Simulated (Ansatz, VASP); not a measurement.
**InF in two plane-wave programs**

One calculation is typed for both programs; each brings its own data sets. How far apart do they land? The cell is generated by rule, not measured, and may not be a known phase. The cell is taken from a series of runs on this material, whose earlier steps may have relaxed, scaled, displaced or heated it; both programs get it as it stands.

Calculated with Ansatz 0.2.0; plane waves, with VASP 6.6.1 beside it; single point at PBEsol.

The structure was built from a prototype and need not be the compound's stable phase.

### 1. The structure

It takes space group P4mm (No. 99, tetragonal). Conventional cell: a = 3.271 Å, b = 3.271 Å, c = 3.271 Å, α = 90.00°, β = 90.00°, γ = 90.00°. Nearest to In lie 4 F at 2.74 Å. F has 4 In at 2.74 Å nearest. Farther neighbours and most contacts between anions are not listed.

### 2. VASP: single point, PBEsol, pair 1

With cell and atoms fixed, the geometry can't cause a difference; cores, projectors, grids and the points listed under the comparison can.

Lines of VASP's logs that name or quote its potential files are left out, and so is its time.

Contents of INCAR:

```
SYSTEM = InF
PREC = Accurate
ENCUT = 600
EDIFF = 1E-06
NELM = 120
ISMEAR = 1
SIGMA = 0.2
LREAL = .FALSE.
ALGO = Normal
GGA = PS
NBANDS = 16
LORBIT = 11
LWAVE = .FALSE.
LCHARG = .FALSE.
ISIF = 2
LASPH = .TRUE.
GGA_COMPAT = .FALSE.
KPAR = 2
```

Contents of POSCAR:

```
InF
1.0
    3.2712617150      0.0000000000      0.0000000000
    0.0000000000      3.2712617150      0.0000000000
    0.0000000000      0.0000000000      3.2712617150
In F
1 1
Direct
    0.0000000000      0.9929185879      0.0000000000
    0.5000000000      0.5427969426      0.5000000000
```

Contents of KPOINTS:

```
Automatic mesh
0
Gamma
16 16 16
0 0 0
```

PAW data sets: In_d and F (PBE family, release 64).

Started as:

```
$ mpirun -np 2 vasp_std
```

Numbers of over 12 decimals in the logs are rounded to 6 here.

The log of the run:

```text
[banner, memory and clock lines left out]
running    2 mpi-ranks, on    1 nodes
 distrk:  each k-point on    1 cores,    2 groups
 distr:  one band on    1 cores,    1 groups

 POSCAR found type information on POSCAR InF
 POSCAR found :  2 types and       2 ions
|                                                                             |
|               ----> ADVICE to this user running VASP <----                  |
|                                                                             |
|     You enforced a specific xc type in the INCAR file but a different       |
|     [... a line on the potential file left out ...]
|     I HOPE YOU KNOW WHAT YOU ARE DOING!                                     |
|                                                                             |

 LDA part: xc-table for (Slater+PW92), standard interpolation
 POSCAR, INCAR and KPOINTS ok, starting setup
 FFT: planning ... GRIDC
 FFT: planning ... GRID_SOFT
 FFT: planning ... GRID
 WAVECAR not read
 entering main loop
       N       E                     dE             d eps       ncg     rms          rms(c)
DAV:   1     0.165396066064E+03    0.16540E+03   -0.11241E+04 13144   0.182E+03
DAV:   2     0.323002943235E+01   -0.16217E+03   -0.15409E+03 14536   0.398E+02
DAV:   3    -0.849184927442E+01   -0.11722E+02   -0.11678E+02 15448   0.104E+02
DAV:   4    -0.873751965144E+01   -0.24567E+00   -0.24562E+00 15720   0.153E+01
DAV:   5    -0.874842652943E+01   -0.10907E-01   -0.10907E-01 17320   0.300E+00    0.529E+00
DAV:   6    -0.786079120850E+01    0.88764E+00   -0.33934E+00 16264   0.187E+01    0.345E+00
DAV:   7    -0.782409791928E+01    0.36693E-01   -0.30368E-01 13232   0.367E+00    0.109E+00
DAV:   8    -0.780412156040E+01    0.19976E-01   -0.29906E-02 17008   0.146E+00    0.368E-01
DAV:   9    -0.780054994694E+01    0.35716E-02   -0.76947E-03 18352   0.883E-01    0.126E-01
DAV:  10    -0.780062868444E+01   -0.78738E-04   -0.94883E-04 15472   0.299E-01    0.106E-01
DAV:  11    -0.780065945243E+01   -0.30768E-04   -0.70732E-05 15888   0.862E-02    0.211E-02
DAV:  12    -0.780065774377E+01    0.17087E-05   -0.89820E-06 19312   0.299E-02    0.148E-02
DAV:  13    -0.780065746147E+01    0.28230E-06   -0.16968E-06  9808   0.125E-02
   1 F= -.78006575E+01 E0= -.78007798E+01  d E =0.367096E-03
```

OUTCAR, selected parts (step 2):

```text
ion  position               nearest neighbor table
   1  0.000  0.993  0.000-   2 2.74   2 2.74   2 2.74   2 2.74   2 2.93   2 2.93   2 2.93   2 2.93

  LATTYP: Found a simple cubic cell.
 ALAT       =     3.2712617150

 Subroutine GETGRP returns: Found  8 space group operations
 (whereof  8 operations were pure point group operations)

The static configuration has the point symmetry C_4v.

 Found    405 irreducible k-points:

   k-points           NKPTS =    405   k-points in BZ     NKDIM =    405   number of bands    NBANDS=     16

   dimension x,y,z NGX =    28 NGY =   28 NGZ =   28
   dimension x,y,z NGXF=    56 NGYF=   56 NGZF=   56

   ENCUT  =  600.0 eV  44.10 Ry    6.64 a.u.   6.53  6.53  6.53*2*pi/ulx,y,z

   NELECT =      20.0000    total number of electrons

 k-points in reciprocal lattice and weights: Automatic mesh
   0.00000000  0.00000000  0.00000000       0.000
   0.06250000  0.00000000  0.00000000       0.001
   0.00000000  0.06250000  0.00000000       0.000
   0.12500000  0.00000000  0.00000000       0.001
   0.00000000  0.12500000  0.00000000       0.000
   0.18750000  0.00000000  0.00000000       0.001
   0.00000000  0.18750000  0.00000000       0.000
   0.25000000  0.00000000  0.00000000       0.001
   0.00000000  0.25000000  0.00000000       0.000
[...]
0.50000000  0.43750000  0.50000000       0.000
   0.50000000  0.50000000  0.50000000       0.000

 average (electrostatic) potential at core
       1 -95.2139       2 -73.5675

 E-fermi :   5.4502

 k-point     1 :       0.0000    0.0000    0.0000
  band No.  band energies     occupation
    ...
      6      -8.4607      2.00000
      7      -0.8246      2.00000
      8       1.3486      2.00000
      9       1.3486      2.00000
     10       1.3978      2.00000
     11      13.4233      0.00000
     12      13.7726      0.00000
     13      13.7726      0.00000
     14      14.6559      0.00000
     15      15.0442      0.00000
    ...

 k-point     2 :       0.0625    0.0000    0.0000
  band No.  band energies     occupation
    ...
      6      -8.4616      2.00000
      7      -0.8634      2.00000
      8       1.3600      2.00000
      9       1.3824      2.00000
     10       1.4404      2.00000
     11      12.8079      0.00000
     12      13.5113      0.00000
     13      13.7842      0.00000
     14      14.9685      0.00000
     15      15.6001      0.00000
    ...

 k-point     3 :       0.0000    0.0625    0.0000
  band No.  band energies     occupation
    ...
      6      -8.4603      2.00000
      7      -0.8596      2.00000
      8       1.3597      2.00000
      9       1.3597      2.00000
     10       1.4600      2.00000
     11      12.6863      0.00000
     12      13.7862      0.00000
     13      13.7862      0.00000
     14      14.6964      0.00000
     15      15.7179      0.00000
    ...

  Total        0.0029168      0.0059501      0.0029168      0.0000000     -0.0000000      0.0000000
  in kB        0.1334965      0.2723260      0.1334965      0.0000000     -0.0000000      0.0000000
  external PRESSURE =       0.1797730 kB  Pullay stress =       0.0000000 kB

  energy-cutoff  :      600.00
  volume of cell :       35.01
      direct lattice vectors                 reciprocal lattice vectors
     3.271261715  0.000000000  0.000000000     0.305692447  0.000000000  0.000000000
     0.000000000  3.271261715  0.000000000     0.000000000  0.305692447  0.000000000
     0.000000000  0.000000000  3.271261715     0.000000000  0.000000000  0.305692447

 POSITION                                       TOTAL-FORCE (eV/Angst)
 -----------------------------------------------------------------------------------
      0.00000      3.24810      0.00000        -0.000000     -0.111903      0.000000
      1.63563      1.77563      1.63563         0.000000      0.111903     -0.000000
 -----------------------------------------------------------------------------------
    total drift:                               -0.000000     -0.000182     -0.000002

  FREE ENERGIE OF THE ION-ELECTRON SYSTEM (eV)
  ---------------------------------------------------
  free  energy   TOTEN  =        -7.8006574615 eV

  energy  without entropy=       -7.8010245570  energy(sigma->0) =       -7.80077983

 total charge
# of ion       s       p       d       tot
------------------------------------------
    1        1.149   0.207   9.862  11.217
    2        1.740   4.269   0.000   6.009
--------------------------------------------------
tot          2.889   4.475   9.862  17.226

[... 3 further parts left out ...]
```

The run ends at a pressure of 0.02 GPa, with forces up to 0.11 eV/Å.

### 3. Ansatz: single point, PBEsol, pair 1

Ansatz runs on its default PAW (the set named soft_2) files.

The same cell, functional, mesh and smearing now go to Ansatz, which takes its cutoff from its data sets.

Contents of input.yaml:

```yaml
crystal:
  lattice:
    - [3.271261715, 0.0, 0.0]
    - [0.0, 3.271261715, 0.0]
    - [0.0, 0.0, 3.271261715]
  atoms:
    - { symbol: In, position: [0.0, -0.0070814121, 0.0] }
    - { symbol: F, position: [0.5, 0.5427969426, 0.5] }
kpoints:
  mp_grid: { grid: [16, 16, 16] }
hamiltonian:
  xc: pbesol
scf:
  occupations: { method: methfessel_paxton, width: 0.2 }
output:
  forces: true
  stress: true
  eigenvalues: true
```

Started as:

```
$ ansatz run input.yaml --threads 4 --pin off --max-ram 7168MiB --backend cpu --events-out ev --progress --plain --runs-dir out
```

The log of the run:

```text
Engine: ansatz 0.2.0, aarch64-unknown-linux-gnu
Pseudopotentials: kind: paw
Pseudopotential: In, paw, valence charge 13, recommended cutoff 420 eV (normal), In.paw.azcp
Pseudopotential: F, paw, valence charge 7, recommended cutoff 420 eV (normal), F.paw.azcp
Functional definition: PBEsol
  exchange = pbesol_x
  correlation = pbesol_c
Crystal: 2 atoms, lattice volume = 35.006 Å³
Basis set: ecut = 420 eV, 691 PW (Γ), exchange–correlation on 48×48×48 points (8 copies of the dense FFT grid, shifted against one another)
Bands: 14, of which v1, the nominal top of the filled ones, is band 10 counted from 1 (9 counted from 0)
Symmetry: 8 space group operations
Space group: P4mm (ITA 99), of the structure as read, at distance tolerance 3.3e-5 Å
k-points: 405 of 4096 (time reversal used)
Non-local potential: In, projectors of the file, l = 0: 2, l = 1: 2, l = 2: 2, l = 3: 2
Non-local potential: F, projectors of the file, l = 0: 2, l = 1: 2, l = 2: 1
PAW form: soft (Blöchl's): semilocal exchange-correlation on the pseudo side does not see the compensation charge
PAW frozen core: In, regenerated for the run's functional, and the local potential with it (the file was generated under x = pbe(κ = 0.804, μ = 0.219515), c = pbe(β = 0.066725))
PAW frozen core: F, regenerated for the run's functional, and the local potential with it (the file was generated under x = pbe(κ = 0.804, μ = 0.219515), c = pbe(β = 0.066725))
PAW one-centre angular grid: In, 590 points (default); XC on 64 Gauss nodes
PAW one-centre angular grid: F, 110 points (default); XC on 64 Gauss nodes
Initial density: superposition of atomic densities (neutral atoms: chi_scale 0, normalization atom), corrected by the library's trained network
Initial wavefunctions: pseudopotential atomic-orbital guess
Functional: x = pbesol(κ = 0.804, μ = 0.123457), c = pbesol(β = 0.046)
SCF iter   1: F=—  HF=-6325.911242 eV  |F-HF|=—  |Δ(HF+E_count)|=         —  Δρ=1.47e-2  dr2=5.27e-2  ethr=1.77e-3  ⟨swp⟩=5.0  Hψ=26916  notcnv=0
preconditioner: auto → none  [metal: Δε(μ)=0.077 eV  Ē_g=17.325 eV  σ=0.200 eV  W_gap=0.32  n_scr=6 (ndim 8)  ℏωp=28.1 eV  f_vac=0.000  D(μ)=0.04/eV (n_scr^D=0)  sad-step TF]
SCF iter   2: F=—  HF=-6325.900568 eV  |F-HF|=—  |Δ(HF+E_count)|=   1.07e-2  S|Δr|=    0.00e0  Δρ=6.72e-3  dr2=1.38e-2  ethr=2.64e-4  ⟨swp⟩=1.0  Hψ=8910  notcnv=0
SCF iter   3: F=—  HF=-6325.897320 eV  |F-HF|=—  |Δ(HF+E_count)|=   3.25e-3  S|Δr|=    0.00e0  Δρ=5.54e-4  dr2=9.58e-5  ethr=6.91e-5  ⟨swp⟩=2.1  Hψ=7118  notcnv=0
SCF iter   4: F=—  HF=-6325.897279 eV  |F-HF|=—  |Δ(HF+E_count)|=   4.09e-5  S|Δr|=    0.00e0  Δρ=8.54e-5  dr2=2.13e-6  ethr=4.79e-7  ⟨swp⟩=2.5  Hψ=8529  notcnv=0
SCF iter   5: F=—  HF=-6325.897278 eV  |F-HF|=—  |Δ(HF+E_count)|=   8.60e-7  S|Δr|=    0.00e0  Δρ=2.70e-5  dr2=1.79e-7  ethr=5.00e-10  ⟨swp⟩=7.0  Hψ=29914  notcnv=0
SCF iter   6: F=-6325.897278 eV  HF=-6325.897278 eV  |F-HF|=3.52e-9  |Δ(HF+E_count)|=   2.30e-8  S|Δr|=    0.00e0  Δρ=7.58e-6  dr2=1.12e-8  ethr=5.00e-10  ⟨swp⟩=4.1  Hψ=17737  notcnv=0
SCF 1 converged in 6 iterations: F = -6325.897278 eV  dr2 = 1.12e-8
  greatest PAW one-centre occupation: 0.985 electrons in one spin orbital (limit 2), on the In atom at site 0 (counted from 0), in its partial waves of l = 2
SCF converged after 6 iterations
Stability not checked: this state was not tested for a lower state beside it, because cold or Methfessel-Paxton smearing, or corrected tetrahedra, fill the levels in a way that the test cannot read (fill_not_monotonic; see scf.lower_state_search)
Free energy (F): -6325.897278 eV
Harris-Foulkes:  -6325.897278 eV  (|F-HF|=3.52e-9)
Internal energy: -6325.897643 eV  (E = F + TS)
E sigma→0 (E₀):  -6325.897369 eV
Entropy (-TS):   0.000365 eV (0.183 meV/atom)
Fermi energy:    8.228058 eV
Step filling:    the computed levels leave a gap of 0.0910 eV = 0.5 smearing widths at the electron count; against every level under it full and every level over it empty, smearing changes F+E_penalty+E_count by +0.119 meV and its σ→0 estimate by +0.028 meV
--- Per-component energies (eV) ---
  E_band       = -54.136899
  E_kinetic    = 444.730788
  E_local      = -1554.547123  (includes V_loc(G=0)·N_el)
  E_nonlocal   = 441.100413
  E_hartree    = 587.924129
  E_xc         = -293.052004
  E_vxc        = -201.999220  (∫ρ·V_xc dr)
  E_paw        = -4271.830927  (= ΣΔE_a)
  E_vpaw       = -359.269805  (= ΣTr[D̂ρ^β])
  E_aug_tail   = 0.002028  (compensation charges beyond the density's cutoff)
  E_ewald      = -1680.503293
  E_core_change = 0.278345  (= ΣΔE_core)
  E_smearing   = 0.000365  (= −TS)
  E_closure    = 0.000000  (closes the sum)
  Σ components = -6325.897278   (vs F -6325.897278, Δ=0.00e0)
--- Forces (eV/Å), atoms counted from 1 ---
  atom   1  In     0.00000000    -0.11744287     0.00000000
  atom   2  F      0.00000000     0.11746419     0.00000000
  max |Σ_I F_I| component: 2.13e-5 eV/Å
--- Stress (GPa, compression-positive) ---
        0.186611       0.000000       0.000000
       -0.000000       0.211406       0.000000
        0.000000       0.000000       0.186611
  P = ⅓ Tr σ = 0.1949 GPa (1.949 kbar)
--- Band table (eV; the first three rows and the last of 405) ---
  k-point 0: bands = [... 6 lower, 1.9532, 4.1212, 4.1212, 4.1699, 16.1996, 16.5470, 16.5470, 17.4293]
  k-point 1: bands = [... 6 lower, 1.9142, 4.1321, 4.1541, 4.2125, 15.5828, 16.2870, 16.5585, 17.7408]
  k-point 2: bands = [... 6 lower, 1.8118, 4.1649, 4.1916, 4.3939, 14.3136, 16.3512, 16.5912, 17.8515]
  k-point 404: bands = [... 6 lower, 3.7212, 3.7212, 3.7735, 9.3382, 10.1485, 10.2197, 10.2197, 18.9899]
```

The run ends at a pressure of 0.19 GPa, with forces up to 0.12 eV/Å.

### 4. Comparison

Known differences besides the potentials themselves: the cutoff is 420 eV in Ansatz and 600 eV in VASP; Ansatz makes its cores anew for this functional, VASP keeps those of its PBE data sets. Total energies have different zeros and are not compared.

Both answers:

| quantity | Ansatz | VASP | difference |
| --- | --- | --- | --- |
| pressure (GPa) | 0.19 | 0.02 | +0.18 |

Forces (eV/Å; atoms numbered as in POSCAR):

| atom | Ansatz x, y, z | VASP x, y, z |
| --- | --- | --- |
| In1 | 0.000, -0.117, 0.000 | 0.000, -0.112, 0.000 |
| F2 | 0.000, 0.117, 0.000 | 0.000, 0.112, 0.000 |

The forces differ by 3.2 meV/Å r.m.s., which is 5.0 % of the r.m.s. force of 0.065 eV/Å (both taken over all components).

### 5. VASP: single point, PBEsol, pair 2

With cell and atoms fixed, the geometry can't cause a difference; cores, projectors, grids and the points listed under the comparison can.

INCAR is that of step 2.

Contents of POSCAR:

```
InF
1.0
    3.2712617150      0.0000000000      0.0000000000
    0.0000000000      3.2712617150      0.0000000000
    0.0000000000      0.0000000000      3.2712617150
In F
1 1
Direct
    0.0000000000      0.9888720668      0.0000000000
    0.5000000000      0.5672523384      0.5000000000
```

KPOINTS is that of step 2.

Started as:

```
$ mpirun -np 2 vasp_std
```

The log of the run:

```text
[banner, memory and clock lines left out]
running    2 mpi-ranks, on    1 nodes
[...]
[... a notice as in an earlier step ...]

 LDA part: xc-table for (Slater+PW92), standard interpolation
 POSCAR, INCAR and KPOINTS ok, starting setup
[...]
entering main loop
       N       E                     dE             d eps       ncg     rms          rms(c)
DAV:   1     0.166049912072E+03    0.16605E+03   -0.11240E+04 13112   0.182E+03
DAV:   2     0.317066087290E+01   -0.16288E+03   -0.15483E+03 14648   0.399E+02
DAV:   3    -0.848670386997E+01   -0.11657E+02   -0.11617E+02 15376   0.104E+02
DAV:   4    -0.873319840893E+01   -0.24649E+00   -0.24645E+00 15832   0.154E+01
[...]
DAV:  11    -0.781308304070E+01   -0.28938E-04   -0.74313E-05 16048   0.821E-02    0.235E-02
DAV:  12    -0.781308073503E+01    0.23057E-05   -0.11248E-05 19160   0.313E-02    0.156E-02
DAV:  13    -0.781308060605E+01    0.12897E-06   -0.14258E-06  9976   0.120E-02
   1 F= -.78130806E+01 E0= -.78131901E+01  d E =0.328419E-03
```

From OUTCAR (step 5):

```text
  Total        0.0715113      0.0645181      0.0715113      0.0000000      0.0000000      0.0000000
  in kB        3.2729493      2.9528827      3.2729493      0.0000000      0.0000000      0.0000000
  external PRESSURE =       3.1662604 kB  Pullay stress =       0.0000000 kB

 POSITION                                       TOTAL-FORCE (eV/Angst)
 -----------------------------------------------------------------------------------
      0.00000      3.23486      0.00000         0.000000     -0.149904     -0.000000
      1.63563      1.85563      1.63563         0.000000      0.149904      0.000000
 -----------------------------------------------------------------------------------
    total drift:                               -0.000000      0.000649      0.000003

  FREE ENERGIE OF THE ION-ELECTRON SYSTEM (eV)
  ---------------------------------------------------
  free  energy   TOTEN  =        -7.8130806061 eV

  energy  without entropy=       -7.8134090253  energy(sigma->0) =       -7.81319008

[... 2 parts as in an earlier step ...]

[... 1 further part left out ...]
[key lines of the parts left out:]
E-fermi :   5.4895
```

The run ends at a pressure of 0.32 GPa, with forces up to 0.15 eV/Å.

[end of part 1 of 2]

[Lines on the potential files, build, host, timing and source positions are cut from VASP's logs without a mark.]

[Logs are printed without paths, hosts, clocks, repeated set-up lines and the standing remarks that a program may print on its own settings, such as how far it seeks lower states.]

[Hosts, paths, dates, database ids (printed as entryN), source tags and the programs' standing remarks are cut or masked in the printed files.]
